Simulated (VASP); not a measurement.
Zn2C (antifluorite): gaps by functional in VASP

```yaml
crystal:
  lattice:
    - [0.00000, 2.57795, 2.57795]
    - [2.57795, 0.00000, 2.57795]
    - [2.57795, 2.57795, 0.00000]
  atoms:
    - { symbol: C, position: [0.00000, 0.00000, 0.00000] }
    - { symbol: Zn, position: [0.25000, 0.25000, 0.25000] }
    - { symbol: Zn, position: [0.75000, 0.75000, 0.75000] }
```

All runs share this cell. Band v is the last that the valence electrons fill when counted band by band, and c is the next. A negative gap between them is a band overlap, as in a metal.

```json
{"level": "PBE", "gap (eV)": "0.00", "least direct gap (eV)": "0.00", "pressure (GPa)": "4.9"}
{"level": "r²SCAN", "gap (eV)": "0.13", "least direct gap (eV)": "0.13", "pressure (GPa)": "0.7"}
{"level": "LDA", "gap (eV)": "0.00", "least direct gap (eV)": "0.00", "pressure (GPa)": "-6.5"}
{"level": "PBEsol", "gap (eV)": "0.00", "least direct gap (eV)": "0.00", "pressure (GPa)": "-1.5"}
```
